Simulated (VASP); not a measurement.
Energy against volume of Al$_{3}$Sc (L1_2). Method: PBE GGA with D4 dispersion, VASP's PBE PAW potentials (set 64) (plane waves; VASP).

| V (Å³/atom) | E (eV/atom) |
|---|---|
| 15.692 | -5.14839 |
| 16.193 | -5.16373 |
| 16.693 | -5.16872 |
| 17.194 | -5.16483 |
| 17.695 | -5.15347 |

Q: Fit a third-order Birch-Murnaghan equation of state.

A: 
| Property | Result |
|---|---|
| volume per atom | 16.71 Å³/atom |
| bulk modulus | 93.5 GPa |
| pressure derivative of the bulk modulus | 4.43 |
| lattice constant a | 7.669 bohr |

Measured: a 4.103 Å (computed value off by -1.1 %), as given by A Combined Experimental and First-Principles Based Assessment of Finite-Temperature Thermodynamic Properties of …. The calculation is for a static lattice, while the measured a holds thermal and zero-point effects, which are part of the difference.

The compound is Al3Sc in the L1_2 structure. It was relaxed first.
